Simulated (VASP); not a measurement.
OSZICAR of a VASP run on SiC (wurtzite):

### OSZICAR
```
       N       E                     dE             d eps       ncg     rms          rms(c)
DAV:   1     0.382448036194E+02    0.38245E+02   -0.75291E+03   720   0.120E+03
DAV:   2    -0.306203174419E+02   -0.68865E+02   -0.63122E+02  1064   0.188E+02
DAV:   3    -0.337783408098E+02   -0.31580E+01   -0.31410E+01   948   0.406E+01
DAV:   4    -0.338139040295E+02   -0.35563E-01   -0.35547E-01   872   0.510E+00
DAV:   5    -0.338145036281E+02   -0.59960E-03   -0.59954E-03   944   0.635E-01    0.124E+01
DAV:   6    -0.302144852994E+02    0.36000E+01   -0.10683E+01   868   0.208E+01    0.555E+00
DAV:   7    -0.301205955569E+02    0.93890E-01   -0.90167E-01   900   0.634E+00    0.245E+00
DAV:   8    -0.301051131339E+02    0.15482E-01   -0.46271E-02   804   0.161E+00    0.537E-01
DAV:   9    -0.301044946512E+02    0.61848E-03   -0.60554E-03   872   0.603E-01    0.131E-01
DAV:  10    -0.301047563522E+02   -0.26170E-03   -0.70052E-04   832   0.190E-01    0.535E-02
DAV:  11    -0.301047688384E+02   -0.12486E-04   -0.11425E-04   844   0.829E-02    0.122E-02
DAV:  12    -0.301047700499E+02   -0.12115E-05   -0.41533E-06   884   0.166E-02    0.284E-03
DAV:  13    -0.301047704595E+02   -0.40963E-06   -0.20177E-07   496   0.388E-03
   1 F= -.30104770E+02 E0= -.30104770E+02  d E =-.128664E-12
```

Task: Which electronic solver shows in the log?

Result: It is blocked Davidson (ALGO = Normal, or the opening steps of other solvers). The INCAR had ALGO = Normal.

Task: Can the final energy be trusted as converged?

Result: The run converged. It stopped with EDIFF = 1E-6, NELM = 100 (PBE GGA, plane waves, VASP's PBE PAW potentials (set 64)).

The compound is SiC in the wurtzite structure, the rare 2H polytype. The cell was not relaxed at this level.
